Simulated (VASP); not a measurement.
Method: PBEsol GGA, VASP's PBE PAW potentials (set 64) (plane waves; VASP).

VASP input:

File POSCAR:
```
Nb
1.0
 -2.5596598811   2.5596598811   1.4026897680
  2.5596598811  -2.5596598811   1.4026897680
  2.5596598811   2.5596598811  -1.4026897680
Nb
2
direct
  0.7500000000   0.2500000000   0.5000000000
  0.0000000000   1.0000000000   0.0000000000
```

KPOINTS:
```
Automatic
0
G
  13 13 13
0 0 0
```

**INCAR**
```
SYSTEM = Nb
PREC = Accurate
ENCUT = 400
EDIFF = 1E-6
NELM = 100
ALGO = Normal
LREAL = .FALSE.
LASPH = .TRUE.
ISMEAR = 1
SIGMA = 0.1
GGA = PS
LMAXMIX = 4
LWAVE = .FALSE.
LCHARG = .FALSE.
IBRION = 2
ISIF = 3
NSW = 60
EDIFFG = -0.01
```

POTCAR, in this order: Nb_sv (PBE.64 set). Program: vasp_std.

The run wrote:

**OUTCAR**
```
 ion  position               nearest neighbor table
   1  0.750  0.250  0.500-   2 2.65   2 2.65   2 2.65   2 2.65
   2  0.000  0.000  0.000-   1 2.65   1 2.65   1 2.65   1 2.65
  LATTYP: Found a body centered tetragonal cell.
 ALAT       =     5.1193197622
 C/A-ratio  =     0.5479984971
 Subroutine PRICEL returns:
 Original cell was already a primitive cell.
 Subroutine GETGRP returns: Found 16 space group operations
The static configuration has the point symmetry D_2d.
 The point group associated with its full space group is D_4h.
The dynamic configuration has the point symmetry D_2d.
 Subroutine INISYM returns: Found 16 space group operations
 Subroutine IBZKPT returns following result:
 Found    196 irreducible k-points:

 Following reciprocal coordinates:
            Coordinates               Weight
  0.000000  0.000000  0.000000      1.000000
  0.076923 -0.000000  0.000000      8.000000
  0.153846 -0.000000  0.000000      8.000000
  0.230769 -0.000000  0.000000      8.000000
  0.307692 -0.000000  0.000000      8.000000
  0.384615 -0.000000  0.000000      8.000000
  0.461538 -0.000000  0.000000      8.000000
  0.076923  0.076923  0.000000      8.000000
  0.153846  0.076923  0.000000     16.000000
  0.230769  0.076923  0.000000     16.000000
  0.307692  0.076923  0.000000     16.000000
  0.384615  0.076923  0.000000     16.000000
  0.461538  0.076923  0.000000     16.000000
 -0.461538  0.076923 -0.000000     16.000000
 -0.384615  0.076923 -0.000000     16.000000
 -0.307692  0.076923 -0.000000     16.000000
 -0.230769  0.076923 -0.000000     16.000000
 -0.153846  0.076923 -0.000000     16.000000
 -0.076923  0.076923  0.000000      4.000000
  0.153846  0.153846  0.000000      8.000000
  0.230769  0.153846  0.000000     16.000000
  0.307692  0.153846  0.000000     16.000000
...
```

OSZICAR:
```
       N       E                     dE             d eps       ncg     rms          rms(c)
DAV:   1     0.253846072152E+03    0.25385E+03   -0.13329E+04  6680   0.133E+03
DAV:   2    -0.581989434800E+01   -0.25967E+03   -0.25685E+03  8419   0.524E+02
DAV:   3    -0.208774564864E+02   -0.15058E+02   -0.14652E+02 12918   0.933E+01
DAV:   4    -0.213545848646E+02   -0.47713E+00   -0.47345E+00  8454   0.152E+01
DAV:   5    -0.213771406428E+02   -0.22556E-01   -0.22482E-01 11289   0.300E+00    0.109E+01
DAV:   6    -0.207009269345E+02    0.67621E+00   -0.14758E+00  9210   0.120E+01    0.400E+00
DAV:   7    -0.206354820850E+02    0.65445E-01   -0.55188E-01 11906   0.658E+00    0.135E+00
DAV:   8    -0.206444188455E+02   -0.89368E-02   -0.45509E-02  9593   0.232E+00    0.264E-01
DAV:   9    -0.206436095197E+02    0.80933E-03   -0.50792E-03  9818   0.698E-01    0.673E-02
DAV:  10    -0.206435857356E+02    0.23784E-04   -0.12497E-04 10385   0.128E-01    0.147E-02
DAV:  11    -0.206435875087E+02   -0.17731E-05   -0.91674E-06  9156   0.276E-02    0.435E-03
DAV:  12    -0.206435868842E+02    0.62447E-06   -0.78869E-07  6944   0.104E-02
   1 F= -.20643587E+02 E0= -.20643463E+02  d E =-.206436E+02
```

OUTCAR:
```
------------------------ aborting loop because EDIFF is reached ----------------------------------------
  FORCE on cell =-STRESS in cart. coord.  units (eV):
  Direction    XX          YY          ZZ          XY          YZ          ZX
  --------------------------------------------------------------------------------------
  Total        0.0022098      0.0022098      0.0015806      0.0000000      0.0000000      0.0000000
  in kB        0.0963097      0.0963097      0.0688875      0.0000000      0.0000000      0.0000000
  external PRESSURE =       0.0871690 kB  Pullay stress =       0.0000000 kB
  volume of cell :       36.76
      direct lattice vectors                 reciprocal lattice vectors
    -2.559659881  2.559659881  1.402689768     0.000000000  0.195338452  0.356458008
     2.559659881 -2.559659881  1.402689768     0.195338452  0.000000000  0.356458008
     2.559659881  2.559659881 -1.402689768     0.195338452  0.195338452  0.000000000
 POSITION                                       TOTAL-FORCE (eV/Angst)
 -----------------------------------------------------------------------------------
      0.00000      2.55966      0.70134         0.000000      0.000000      0.000000
      0.00000      0.00000      0.00000        -0.000000     -0.000000     -0.000000
 -----------------------------------------------------------------------------------
    total drift:                               -0.000000      0.000000      0.000000
  FREE ENERGIE OF THE ION-ELECTRON SYSTEM (eV)
  ---------------------------------------------------
  free  energy   TOTEN  =       -20.6435868842 eV

  energy  without entropy=      -20.6432159486  energy(sigma->0) =      -20.64346324

 reached required accuracy - stopping structural energy minimisation
```
(Selected blocks of OUTCAR.)

The structure was generated: Nb was put into the beta-Sn type (I4_1/amd), which need not be its known phase. It was relaxed first. The start is the result of an earlier pass.
